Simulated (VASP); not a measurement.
A convergence study with VASP on CeO2 (fluorite): one setting is varied, all else stays as given below, so the limit is that of these other settings. Each run relaxes cell and ions; the cell shown is the tightest run's result. The basis is that of the starting cell, so low cut-offs carry a Pulay error.

```yaml
crystal:
  lattice:
    - [0.00000, 2.73198, 2.73198]
    - [2.73198, 0.00000, 2.73198]
    - [2.73198, 2.73198, 0.00000]
  atoms:
    - { symbol: Ce, position: [0.00000, 0.00000, 0.00000] }
    - { symbol: O, position: [0.25000, 0.25000, 0.25000] }
    - { symbol: O, position: [0.75000, 0.75000, 0.75000] }
```

All values below come from PBE GGA, VASP's PBE PAW potentials (set 64) (plane waves; VASP). The tightest run used: 800 eV cut-off, 6×6×6 Γ-centred mesh, Gaussian smearing of 0.050 eV, potentials Ce O.

The reference is ENCUT = 800, which took about 80 core-seconds. The timings are rough (shared machines, no repeats); factors under 2 mean little.

Of the settings ENCUT = 300; ENCUT = 350; ENCUT = 400; ENCUT = 450; ENCUT = 500; ENCUT = 550; ENCUT = 600; ENCUT = 650; ENCUT = 700; ENCUT = 750; ENCUT = 800, which is the lowest that keeps the difference from the reference in relaxed volume (Å³/atom) within 0.05 from there on, and what does it cost?

ENCUT = 500; its cost over the reference is about 1/2.
| setting | difference in relaxed volume (Å³/atom) | cost over the reference |
|---|---|---|
| ENCUT = 300 | 1.617 | within a factor of 2 |
| ENCUT = 350 | 0.875 | about 1/3 |
| ENCUT = 400 | 0.374 | about 1/3 |
| ENCUT = 450 | 0.118 | about 1/2 |
| ENCUT = 500 | 0.017 | about 1/2 |
| ENCUT = 550 | 0.003 | within a factor of 2 |
| ENCUT = 600 | 0.002 | within a factor of 2 |
| ENCUT = 650 | 0.009 | within a factor of 2 |
| ENCUT = 700 | 0.010 | within a factor of 2 |
| ENCUT = 750 | 0.007 | within a factor of 2 |
| ENCUT = 800 | 0.000 | reference |

Left out are rungs that failed or repeat a setting and relaxations that didn't move; long series are thinned to 24 rows.

The compound is CeO2 in the fluorite structure. The run is not spin-polarised, so no magnetic state was tried.
